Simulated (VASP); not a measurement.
These are r2SCAN meta-GGA, VASP's PBE PAW potentials (set 64) (plane waves; VASP) values and carry that method's errors.

VASP input:

INCAR:
```
# general
SYSTEM =NiSb
PREC   =Accurate
ENCUT  =480
LREAL  =.False.
LASPH  =.True.

# electronic loop
EDIFF  =1E-7
NELM   =100
ALGO   =Normal
LMAXMIX=4
LMIXTAU=.True.

# smearing
ISMEAR =1
SIGMA  =0.1

# functional
METAGGA=R2SCAN

# ions
IBRION =2
NSW    =40
ISIF   =3
EDIFFG =-0.01
PSTRESS=150

# output
LWAVE  =.False.
LCHARG =.False.
```

### POSCAR
```
NiSb
1
    1.9634461387    -3.4007886329    -0.0000000000
    1.9634461387     3.4007886329    -0.0000000000
    0.0000000000     0.0000000000     5.1194273620
Ni Sb
2 2
Direct
  0.0000000000   0.0000000000   0.5000000000
  0.0000000000   0.0000000000   0.0000000000
  0.3333330000   0.6666670000   0.2500000000
  0.6666670000   0.3333330000   0.7500000000
```

### KPOINTS
```
kpoints
0
G
  8 8 6
```

POTCAR, in this order: Ni Sb (PBE.64 set). Program: vasp_std.

Energy and stress use the plane-wave basis of the starting cell. Unless said otherwise, spin-orbit coupling is left out, though it shifts the bands of the heavy elements here.

### Question
Estimate the energy per atom (σ→0), volume per atom, band gap (on the k-mesh).

### Answer

| Quantity | Result |
|---|---|
| energy per atom (σ→0) | -19.023 eV/atom |
| band gap (on the k-mesh) | none (metal, semimetal or under 0.01 eV) |
| volume per atom | 15.56 Å³/atom |

**OSZICAR**
```
...
DAV:   6    -0.760928919780E+02   -0.44403E-05   -0.13441E-06  1600   0.124E-02    0.993E-04
DAV:   7    -0.760928886978E+02    0.32802E-05   -0.30356E-07  1484   0.454E-03    0.953E-04
DAV:   8    -0.760928898404E+02   -0.11426E-05   -0.37490E-08   763   0.296E-03    0.666E-04
DAV:   9    -0.760928892950E+02    0.54541E-06   -0.98884E-09   769   0.160E-03    0.185E-04
DAV:  10    -0.760928895361E+02   -0.24107E-06   -0.44954E-09   769   0.594E-04    0.114E-04
DAV:  11    -0.760928893575E+02    0.17852E-06   -0.11995E-09   769   0.350E-04    0.624E-05
DAV:  12    -0.760928893971E+02   -0.39559E-07   -0.40295E-10   769   0.193E-04
   9 F= -.70265103E+02 E0= -.70265115E+02  d E =-.147897E-03
```

The compound is NiSb in the NiAs type structure. This run relaxes it under an external pressure of 15 GPa. Symmetry was kept, so distortions that lower it aren't found. The run is not spin-polarised, so no magnetic state was tried.
